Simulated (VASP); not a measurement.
VASP runs on GaP (zinc blende) share one base input (PBE GGA, plane waves, VASP's PBE PAW potentials (set 64)) and change the settings named in each case.

**KPOINTS**
```
K-points
0
G
  8 8 8
```

INCAR:
```
ALGO = Normal
EDIFF = 1E-6
ENCUT = 400
GGA = PE
ISIF = 2
ISMEAR = 0
LASPH = .True.
LCHARG = .False.
LMAXMIX = 4
LREAL = .False.
LWAVE = .False.
NELM = 100
PREC = Accurate
SIGMA = 0.05
SYSTEM = GaP
```

**POSCAR**
```
GaP
2.7250
  0.0000000000   1.0000000000   1.0000000000
  1.0000000000   0.0000000000   1.0000000000
  1.0000000000   1.0000000000   0.0000000000
Ga P
1 1
Direct
  0.0000000000   0.0000000000   0.0000000000
  0.2500000000   0.2500000000   0.2500000000
```

POTCAR, in this order: Ga_d P (PBE.64 set). Program: vasp_std.

| change | electronic steps |
|---|---|
| base run | 12 |
| ALGO = Fast | 13 |
| ALGO = VeryFast | 23 |
| ALGO = All | 16 |
| ALGO = Damped | 20 |
| ALGO = Conjugate | 16 |

Left out are runs that ran out of time, are held back, or changed the cell or the kind of run, fixed moments of cells without a moment, rows past the twelfth, gaps on odd meshes, pressures of charged cells and columns that move by less than the noise.

The compound is GaP in the zinc blende structure. The cell was not relaxed at this level.
